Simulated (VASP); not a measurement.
## ZnO: band gap against strain

ZnO (wurtzite, P6_3mc, 12.401 Å³/atom and stress up to 0.16 GPa in the relaxed cell, c along z) under an equal strain ε along x and y, with z held. PBE in VASP (plane waves, PAW), 600 eV, 12×12×6 Γ-centred mesh, Gaussian smearing 0.05 eV; ions are relaxed, or left where forces stay under 0.02 eV/Å, within the symmetry of each cell. Gaps are the smallest on the run's k-mesh, which can miss an edge that lies off it, without spin-orbit coupling; in all rows the valence edge lies at Γ and the conduction edge at Γ.

Here s stands for strain and Eg for gap.

| strain (%) | gap (eV) |
|---|---|
| -3.00 | ? |
| -1.50 | 0.743 |
| -1.00 | 0.736 |
| -0.50 | 0.728 |
| 0.00 | 0.720 |

Task: Fit Eg against s with a straight line, and predict the withheld value at s = -3.00.

Result: Means: s -0.75000, Eg 0.7317. About the means, the sum of products is -0.019250 and the sum of squares of s is 1.2500; the slope is their ratio. Least squares gives Eg = 0.7202 - 0.01540·s. Residuals (row less fit): -0.0003, 0.0004, 0.0001, -0.0002; standard error 0.0004 (degrees of freedom: 2). Over these rows the gap moves by -1.54 ± 0.03 eV per unit strain. At the withheld row, Eg = 0.7202 - 0.01540 × (-3.0) = 0.7664 eV. The calculation gives 0.763 eV, 0.0034 eV below the prediction (7.9 % of the range of Eg in the table). The row lies outside the fitted rows, so this is an extrapolation. The scatter of the fitted rows lies at the last printed digit.

A polynomial of degree 2 through the 6 other runs of the series gives 0.763 there, so most of the miss is curvature that the fit leaves out. Rows are the converged runs of the series near zero and its far end; series whose fitted rows scatter by over a few per cent of the range, as at a crossing or softening among them, aren't shown in this form, nor equations of state whose B0' disagrees with the runs' pressures. Most that stay on the fit to the last digits aren't either.
